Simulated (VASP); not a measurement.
Input:

```xyz
2
Lattice="0.0000 2.1391 2.1391 2.1391 0.0000 2.1391 2.1391 2.1391 0.0000" Properties=species:S:1:pos:R:3 pbc="T T T"
Al     0.0000     0.0000     0.0000
N      1.0695     1.0695     1.0695
```

All values below come from PBE GGA with D4 dispersion, VASP's PBE PAW potentials (set 64) (plane waves; VASP 6.6.1). Settings: 520 eV cut-off, 10×10×10 Γ-centred mesh, Gaussian smearing of 0.050 eV, potentials Al N.

Task: Give the stress tensor in GPa (positive for a compressed cell).

Result: 
```
14.18   0.00   0.00
 0.00  14.18   0.00
 0.00   0.00  14.18
```
The pressure is its mean diagonal, 14.18 GPa.

The compound is AlN in the zinc blende structure, a metastable form; wurtzite is the usual one. This cell is one point of a volume scan, at 0.94 of the reference volume.
